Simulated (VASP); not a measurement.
An input for Ansatz (written as the equivalent of a VASP run, and not itself run):

Ansatz 0.2 input:
```yaml
crystal:
  lattice:
    - [0.0000000, 2.6241381, 2.6241381]
    - [2.6241381, 0.0000000, 2.6241381]
    - [2.6241381, 2.6241381, 0.0000000]
  atoms:
    - { symbol: Li, position: [0.2500000, 0.2500000, 0.2500000] }
    - { symbol: Li, position: [0.7500000, 0.7500000, 0.7500000] }
    - { symbol: Se, position: [0.0000000, 0.0000000, 0.0000000] }
kpoints:
  mp_grid: { grid: [7, 7, 7] }
hamiltonian:
  xc: pbe
  pseudopotentials: { kind: paw }
scf:
  occupations: { method: gaussian, width: 0.05 }
  max_iter: 100
relax:
  max_steps: 40
  f_tol: 0.02
  cell: { p_target: 30 }
output: { forces: true, stress: true, eigenvalues: true }
```

**Question.** Write the VASP files for the same calculation (PBE).

**Answer.** One answer among several that fit: 
INCAR:
```
SYSTEM=Li2Se
PREC=Accurate; ENCUT=620; LREAL=.FALSE.
LASPH=.TRUE.
EDIFF=1E-6; NELM=100; ALGO=Normal
LMAXMIX=4
ISMEAR=0; SIGMA=0.05
GGA=PE
IBRION=2; NSW=40; ISIF=3
EDIFFG=-0.02; PSTRESS=300
LWAVE=.FALSE.; LCHARG=.FALSE.
```

File POSCAR:
```
Li2Se
1.0
  0.0000000000   2.6241381471   2.6241381471
  2.6241381471   0.0000000000   2.6241381471
  2.6241381471   2.6241381471   0.0000000000
Li Se
2 1
Cartesian
  1.3120690736   1.3120690736   1.3120690736
  3.9362072207   3.9362072207   3.9362072207
  0.0000000000   0.0000000000   0.0000000000
```

File KPOINTS:
```
Automatic mesh
0
Gamma
7 7 7
0 0 0
```

POTCAR, in this order: Li_sv Se (PBE.64 set). Program: vasp_std.

The two are equivalent in intent, not identical: each code has its own PAW files, so the cut-off isn't converted (ENCUT is set for VASP's; basis.ecutwfc is left out, and Ansatz then takes the one that its files recommend); Ansatz stops its SCF on the density residual and VASP on the energy change (EDIFF).

The compound is Li2Se in the antifluorite structure. It was relaxed first under an external pressure of 30 GPa.
